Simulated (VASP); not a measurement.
```xyz
6
Lattice="4.7063 0.0000 0.0000 0.0000 4.7063 0.0000 0.0000 0.0000 3.1341" Properties=species:S:1:pos:R:3 pbc="T T T"
Zn     0.0000     0.0000     0.0000
Zn     2.3531     2.3531     1.5671
F      1.4260     1.4260     0.0000
F      3.7792     0.9271     1.5671
F      0.9271     3.7792     1.5671
F      3.2803     3.2803     0.0000
```

These are r2SCAN meta-GGA, VASP's PBE PAW potentials (set 64) (plane waves; VASP) values and carry that method's errors. Run with PREC = Normal, EDIFF = 1E-5, 450 eV cut-off, 6×6×9 Γ-centred mesh, Gaussian smearing of 0.050 eV, potentials Zn F.

At this cut-off the stress carries a Pulay error, which pulls relaxed volumes low.

Problem. What does the run give for the energy per atom (σ→0), pressure, band gap (on the k-mesh) with the smallest direct gap where there is one?

Solution. 
| Property | Result |
|---|---|
| band gap (on the k-mesh) | 4.20 eV |
| smallest direct gap (on the k-mesh) | 4.20 eV |
| energy per atom (σ→0) | -7.613 eV/atom |
| pressure | -2.35 GPa |

Total energies compare only between runs with the same potentials, cut-off and functional.

The compound is ZnF2 in the rutile structure. It was relaxed first.
